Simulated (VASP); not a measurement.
The input files of a VASP run:

**INCAR**
```
ALGO = Normal
EDIFF = 1E-8
EDIFFG = -0.001
ENCUT = 400
GGA = PS
IBRION = 1
ISIF = 2
ISMEAR = 1
LASPH = .TRUE.
LCHARG = .FALSE.
LMAXMIX = 4
LREAL = .FALSE.
LWAVE = .FALSE.
NELM = 100
NSW = 30
PREC = Accurate
SIGMA = 0.1
SYSTEM = Pd
```

**POSCAR**
```
Pd
1.0
  0.0000000000   1.9358714148   1.9358714148
  1.9358714148   0.0000000000   1.9358714148
  1.9358714148   1.9358714148   0.0000000000
Pd
1
Cartesian
  0.0000000000   0.0000000000   0.0000000000
```

File KPOINTS:
```
K-points
0
gamma
 15 15 15
```

POTCAR, in this order: Pd (PBE.64 set). Program: vasp_std.

Task: Write an equivalent input for Ansatz.

Result: One equivalent input (not run):
Ansatz 0.2 input:
```yaml
crystal:
  lattice:
    - [0.0000000, 1.9358714, 1.9358714]
    - [1.9358714, 0.0000000, 1.9358714]
    - [1.9358714, 1.9358714, 0.0000000]
  atoms:
    - { symbol: Pd, position: [0.0000000, 0.0000000, 0.0000000] }
kpoints:
  mp_grid: { grid: [15, 15, 15] }
hamiltonian:
  xc: pbesol
  pseudopotentials: { kind: paw }
scf:
  occupations: { method: methfessel_paxton, width: 0.1 }
  max_iter: 100
relax:
  max_steps: 30
  f_tol: 0.001
output: { forces: true, stress: true, eigenvalues: true }
```
Limits of the translation: each code has its own PAW files, so the cut-off isn't converted (ENCUT is set for VASP's; basis.ecutwfc is left out, and Ansatz then takes the one that its files recommend); Ansatz stops its SCF on the density residual and VASP on the energy change (EDIFF).

The compound is Pd in the fcc structure. It was relaxed first. The start is the result of an earlier pass.
